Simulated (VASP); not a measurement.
Ba4Si, 5 atoms in the cell. The structure is cubic, space group Im-3m (No. 229). Conventional cell: a = 7.927 Å, b = 7.927 Å, c = 7.927 Å, α = 90.00°, β = 90.00°, γ = 90.00°. Ba (site symmetry -3m) is surrounded by 2 Si at 3.43 Å. Around Si (site symmetry m-3m) lie 8 Ba at 3.43 Å. The cell was built by a generator and needn't be a form met in nature.

```yaml
Program: VASP 6.6.1
Task: single point
Functional: PBE
Potentials_or_basis: VASP PAW PBE potentials, release 64 (Ba_sv, Si)
Cutoff: 520 eV
k_mesh: 5 × 5 × 5
Occupations: fermi-dirac, width 0.05 eV
Spin: no spin polarisation
Further_INCAR_settings: ALGO = Normal; EDIFF = 1e-07; NBANDS = 30
```

Potentials or basis: VASP PAW PBE potentials, release 64 (Ba_sv, Si).

Run with:

```bash
$ cat potpaw_PBE.64/Ba_sv/POTCAR potpaw_PBE.64/Si/POTCAR > POTCAR
$ mpirun -np 1 vasp_std > vasp.out
```

Hardware: 1 thread of Intel(R) Xeon(R) 6975P-C (Granite Rapids), on a shared host.

Task: How long does it take, and how much memory?

Result: Wall time 80 s on 1 thread of Intel(R) Xeon(R) 6975P-C (Granite Rapids), with other jobs on the host, peak memory 0.41 GiB. Counts: scf iterations 16, k points 10.
